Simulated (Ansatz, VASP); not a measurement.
# Cross-check of PbSe (Clausthalite) between VASP and Ansatz, part 2 of 2

Wanted: the spread between two codes on one cell, functional and k mesh. The cell is taken from a series of runs on this material, whose earlier steps may have relaxed, scaled, displaced or heated it; both programs get it as it stands.

VASP 6.6.1 and Ansatz 0.2.0.

So far: The starting structure; VASP: zone-centre phonons, PBE.

## Step 3: Ansatz: zone-centre phonons, PBE

Level of this step: Ansatz beside VASP: Kohn-Sham DFT, plane waves, PBE (Ansatz).

Ansatz runs on its PAW soft_1 files.

The same cell, functional and mesh now go to Ansatz, which takes its cutoff from its data sets.

input.yaml

```yaml
crystal:
  lattice:
    - [0.0, 3.1294881844, 3.1294881844]
    - [3.1294881844, 0.0, 3.1294881844]
    - [3.1294881844, 3.1294881844, 0.0]
  atoms:
    - { symbol: Se, position: [0.5, 0.5, 0.5] }
    - { symbol: Pb, position: [0.0, 0.0, 0.0] }
kpoints:
  mp_grid: { grid: [16, 16, 16] }
hamiltonian:
  xc: pbe
  pseudopotentials: { kind: paw, azcp: { folder: soft_1 } }
scf:
  occupations: { method: fixed }
output:
  eigenvalues: true
phonons:
  method: dfpt
  dielectric: true
  rigid_motions: translations
```

The run is started by

```
$ ansatz run input.yaml --threads 4 --pin off --max-ram 10240MiB --backend cpu --events-out ev --progress --plain --runs-dir out
```

Numbers of over 12 decimals in the logs are rounded to 6 here.

Output:

```text
Engine: ansatz 0.2.0, x86_64-unknown-linux-gnu
Pseudopotentials: kind: paw
Pseudopotential: Se, paw, valence charge 16, recommended cutoff 420 eV (normal), soft_1/Se.paw.azcp
Pseudopotential: Pb, paw, valence charge 14, recommended cutoff 420 eV (normal), soft_1/Pb.paw.azcp
Functional definition: PBE
  parameter kappa = 0.804
  parameter beta = 0.066725
  exchange = pbe_x(kappa = kappa, mu = beta*pi^2/3)
  correlation = pbe_c(beta = beta)
Crystal: 2 atoms, lattice volume = 61.299 Å³
Basis set: ecut = 420 eV, 1243 PW (Γ), exchange–correlation on 60×60×60 points (8 copies of the dense FFT grid, shifted against one another)
Bands: 19, of which v1, the nominal top of the filled ones, is band 15 counted from 1 (14 counted from 0)
Symmetry: 48 space group operations
k-points: 349 of 4096 (irreducible under 8 space group operations, time reversal used)
Non-local potential: Se, projectors of the file, l = 0: 2, l = 1: 2, l = 2: 3, l = 3: 1
Non-local potential: Pb, projectors of the file, l = 0: 2, l = 1: 2, l = 2: 2, l = 3: 1
PAW form: soft (Blöchl's): semilocal exchange-correlation on the pseudo side does not see the compensation charge
PAW one-centre angular grid: Se, 590 points (default); XC on 64 Gauss nodes
PAW one-centre angular grid: Pb, 590 points (default); XC on 64 Gauss nodes
Initial density: superposition of atomic densities (chi_scale 0.1, normalization cell, long waves kept (reshape's long-wave potential 0.00 eV rms))
Initial wavefunctions: pseudopotential atomic-orbital guess
Functional: x = pbe(κ = 0.804, μ = 0.219515), c = pbe(β = 0.066725)
SCF iter   1: F=—  HF=-17379.158254 eV  |F-HF|=—  |Δ(HF+E_count)|=         —  Δρ=2.15e-2  dr2=4.92e-1  ethr=3.10e-3  ⟨swp⟩=4.9  Hψ=27262  notcnv=0  defer=565
preconditioner: auto → none  [insulator: Δε(μ)=0.695 eV  Ē_g=15.016 eV  n_scr=14 (ndim 8)  ℏωp=21.2 eV  f_vac=0.001  ε∞_Penn≈3.0]
SCF iter   2: F=—  HF=-17379.059932 eV  |F-HF|=—  |Δ(HF+E_count)|=   9.83e-2  Δρ=9.78e-3  dr2=6.45e-2  ethr=1.64e-3  ⟨swp⟩=2.8  Hψ=11521  notcnv=0  defer=648
SCF iter   3: F=—  HF=-17379.046554 eV  |F-HF|=—  |Δ(HF+E_count)|=   1.34e-2  Δρ=4.53e-3  dr2=1.23e-2  ethr=2.15e-4  ⟨swp⟩=2.8  Hψ=13676  notcnv=0  defer=657
SCF iter   4: F=—  HF=-17379.047686 eV  |F-HF|=—  |Δ(HF+E_count)|=   1.13e-3  Δρ=1.64e-3  dr2=1.55e-3  ethr=4.09e-5  ⟨swp⟩=2.9  Hψ=12102  notcnv=0  defer=675
SCF iter   5: F=—  HF=-17379.047901 eV  |F-HF|=—  |Δ(HF+E_count)|=   2.15e-4  Δρ=2.81e-4  dr2=4.53e-5  ethr=5.15e-6  ⟨swp⟩=2.9  Hψ=12370  notcnv=0  defer=675
SCF iter   6: F=—  HF=-17379.047929 eV  |F-HF|=—  |Δ(HF+E_count)|=   2.78e-5  Δρ=4.03e-5  dr2=9.90e-7  ethr=1.51e-7  ⟨swp⟩=3.0  Hψ=11868  notcnv=0  defer=438
SCF iter   7: F=—  HF=-17379.047928 eV  |F-HF|=—  |Δ(HF+E_count)|=   5.02e-7  Δρ=5.66e-6  dr2=1.88e-8  ethr=3.30e-9  ⟨swp⟩=2.0  Hψ=11866  notcnv=0
SCF iter   8: F=—  HF=-17379.047928 eV  |F-HF|=—  |Δ(HF+E_count)|=   1.47e-8  Δρ=1.29e-6  dr2=5.97e-10  ethr=6.27e-11  ⟨swp⟩=2.3  Hψ=9101  notcnv=0
SCF iter   9: F=-17379.047928 eV  HF=-17379.047928 eV  |F-HF|=7.28e-12  |Δ(HF+E_count)|=   1.82e-9  Δρ=1.49e-7  dr2=8.90e-12  ethr=1.00e-12  ⟨swp⟩=8.9  Hψ=41843  notcnv=0
SCF 1 converged in 9 iterations: F = -17379.047928 eV  dr2 = 8.90e-12
  greatest PAW one-centre occupation: 1.000 electrons in one spin orbital (limit 2), on the Se atom at site 0 (counted from 0), in its partial waves of l = 2
DFPT response loops at Γ: preconditioner auto → none (the input reference at scf.mixing.eps_inf says where Resta's filter doesn't serve); β = 0.50; Broyden in place of MSR1
── the response to a field inside a basis, on 16×16×16 k-points: an SCF that follows is theirs, and a resumed run solves both again ──
Bands: 16, of which v1, the nominal top of the filled ones, is band 15 counted from 1 (14 counted from 0)
k-points: 408 of 4096 (irreducible under 12 space group operations)
Initial density: handed on by an earlier stage of this run
Initial wavefunctions: pseudopotential atomic-orbital guess (no wavefunctions were taken with the density)
Eigensolver: Dense (408 Hₖ)
SCF iter   1: F=—  HF=-17379.043535 eV  |F-HF|=—  |Δ(HF+E_count)|=         —  Δρ=9.52e-5  dr2=1.31e-6  ethr=1.00e-1
preconditioner: auto → none  [insulator: Δε(μ)=0.604 eV  Ē_g=13.208 eV  n_scr=14 (ndim 8)  ℏωp=21.2 eV  f_vac=0.029  ε∞_Penn≈3.6]
SCF iter   2: F=—  HF=-17379.043536 eV  |F-HF|=—  |Δ(HF+E_count)|=   8.59e-7  Δρ=4.65e-5  dr2=3.35e-7  ethr=4.37e-9
SCF iter   3: F=-17379.043537 eV  HF=-17379.043537 eV  |F-HF|=4.35e-9  |Δ(HF+E_count)|=   4.89e-7  Δρ=1.09e-5  dr2=4.45e-8  ethr=1.12e-9
SCF 1 converged in 3 iterations: F = -17379.043537 eV  dr2 = 4.45e-8
DFPT response loops at Γ: mixed as the last ones told, above
SCF converged after 9 iterations
Free energy (F): -17379.047928 eV
Harris-Foulkes:  -17379.047928 eV  (|F-HF|=7.28e-12)
Internal energy: -17379.047928 eV  (E = F + TS)
E sigma→0 (E₀):  -17379.047928 eV
Fermi energy:    7.863794 eV
--- Per-component energies (eV) ---
  E_band       = -452.066153
  E_kinetic    = 401.120431
  E_local      = -3825.232919  (includes V_loc(G=0)·N_el)
  E_nonlocal   = -49.212240
  E_hartree    = 1851.862639
  E_xc         = -291.251359
  E_vxc        = -228.497852  (∫ρ·V_xc dr)
  E_paw        = -12520.874259  (= ΣΔE_a)
  E_vpaw       = -453.968400  (= ΣTr[D̂ρ^β])
  E_aug_tail   = -0.000364  (compensation charges beyond the density's cutoff)
  E_ewald      = -2945.459857
  E_smearing   = -0.000000  (= −TS)
  E_closure    = 0.000000  (closes the sum)
  Σ components = -17379.047928   (vs F -17379.047928, Δ=0.00e0)
--- Band table (eV; the first three rows and the last of 349) ---
  k-point 0: bands = [... 11 lower, 1.5024, 6.3253, 6.3253, 6.3253, 12.4730, 12.4730, 12.4730, 14.5719]
  k-point 1: bands = [... 11 lower, 1.4207, 6.3345, 6.3345, 6.3811, 12.1620, 12.3004, 12.3004, 14.4986]
  k-point 2: bands = [... 11 lower, 1.1936, 6.3619, 6.3619, 6.5325, 11.4981, 11.8812, 11.8812, 14.3802]
  k-point 348: bands = [... 11 lower, 0.1189, 4.1658, 4.1658, 7.2427, 9.8498, 12.8026, 12.8026, 15.5294]
--- Phonons (Γ-DFPT): 2 representative perturbations + reference, on 349 of 4096 k-points (Σ response iterations 6) ---
  k mesh reduced under 8 symmetry operations, with k and −k counted as one. Each operation leaves every solved perturbation unchanged. A smaller set is not considered because the run solves the response to a homogeneous field
  ASR residual: 1.433e-4 → 0.000e0 eV/Å²; symmetrization residual: 1.456e-6 eV/Å²
  ASR residual per site (eV/Å²): 7.20e-5 1.43e-4
  Γ frequencies (cm⁻¹): 0.00 0.00 0.00 9.64 9.64 9.64
  ε∞ (high-frequency dielectric tensor):
       19.430444    -0.000000    -0.000000
       -0.000000    19.430444    -0.000000
       -0.000000    -0.000000    19.430444
  ε⁰ (static dielectric tensor: ions relaxed, cell fixed):
     3508.179245    -0.000000    -0.000000
       -0.000000  3508.179245     0.000000
       -0.000000     0.000000  3508.179245
  ε⁰ − ε∞ (ionic part):
     3488.748801    -0.000000    -0.000000
       -0.000000  3488.748801     0.000000
       -0.000000     0.000000  3488.748801
  softest optical mode at Γ: 9.64 cm⁻¹; the repairs (sum rule, projections) moved no ω² at Γ by more than (0.53 cm⁻¹)²
  Born effective charges Z* (e; rows j = field, columns β = displacement):
    site 0:
        -4.80740   -0.00000    0.00000
         0.00000   -4.80740   -0.00000
         0.00000    0.00000   -4.80740
    site 1:
         4.80740    0.00000   -0.00000
        -0.00000    4.80740    0.00000
        -0.00000   -0.00000    4.80740
  Z* charge neutrality: 3.934e-4 e pre-enforcement
  solved inside a basis spanned on kpoints, on 16×16×16 k-points, its susceptibility summed on 20×20×20: ε∞ is read to err by 7.2e-2, Z* by 2.3e-2 e (field_mesh: kpoints solves on kpoints); Z* is corrected for what the basis lacks
  optical modes at Γ without the LO–TO term, one row a degenerate level:
      ω (cm⁻¹)  modes    IR ((D/Å)²/amu)
          9.64      3            27.9752
  optical modes at Γ + LO–TO along q̂ = [1.0000, 0.0000, 0.0000]:
      ω (cm⁻¹)  modes    IR ((D/Å)²/amu)
          9.64      2            18.6501
        129.58      1             9.3251
  optical modes at Γ + LO–TO along q̂ = [0.0000, 1.0000, 0.0000]:
      ω (cm⁻¹)  modes    IR ((D/Å)²/amu)
          9.64      2            18.6501
        129.58      1             9.3251
  optical modes at Γ + LO–TO along q̂ = [0.0000, 0.0000, 1.0000]:
      ω (cm⁻¹)  modes    IR ((D/Å)²/amu)
          9.64      2            18.6501
        129.58      1             9.3251
```

The column dr2 measures how far the density is from self-consistency, as an energy; F and HF (Harris–Foulkes) agree once it is small.

## Step 4: Differences

Known differences besides the potentials themselves: fixed occupations in Ansatz, narrow Gaussian smearing in VASP; VASP's response is taken on the typed mesh, Ansatz refines its own for the field response alone; the data sets hold 30 valence electrons in Ansatz (on its PAW soft_1 files) and 20 in VASP; the cutoff is 420 eV in Ansatz and 500 eV in VASP. Total energies have different zeros and are not compared.

Compared:

| quantity | Ansatz | VASP | difference |
| --- | --- | --- | --- |
| ε∞ xx | 19.43 | 19.52 | -0.48 % |
| ε∞ yy | 19.43 | 19.52 | -0.48 % |
| ε∞ zz | 19.43 | 19.52 | -0.48 % |
| Born charge of Se1 (mean of the diagonal) (e) | -4.81 | -4.80 | -0.01 |
| Born charge of Pb2 (mean of the diagonal) (e) | 4.81 | 4.80 | +0.01 |
| optical mode 1 to 3 (cm⁻¹) | 9.6 | 12.6 | -2.9 |

Modes are paired by rising frequency, not by their patterns, so a pair may set unlike modes beside each other; they are those without the splitting of longitudinal modes.

## Step 5: Results

| Property | Result |
| --- | --- |
| r.m.s. difference of the optical zone-centre modes, each program's sorted by frequency (zone-centre phonons, PBE) | 2.9 cm⁻¹ |

**Reading.** The r.m.s. difference of the optical zone-centre modes, each program's sorted by frequency is 2.9 cm⁻¹ (zone-centre phonons, PBE). The data sets hold unlike numbers of valence electrons (30 in Ansatz and 20 in VASP), so part of the differences comes from the potentials. Such differences can come from data sets, numerical settings and the points named under the comparisons, not from the functional's error against experiment.

[Lines on the potential files, build, host, timing and source positions are cut from VASP's logs without a mark.]

[Logs are printed without paths, hosts, clocks, repeated set-up lines and the standing remarks that a program may print on its own settings, such as how far it seeks lower states.]

[Hosts, paths, dates, database ids (printed as entryN), source tags and the programs' standing remarks are cut or masked in the printed files.]
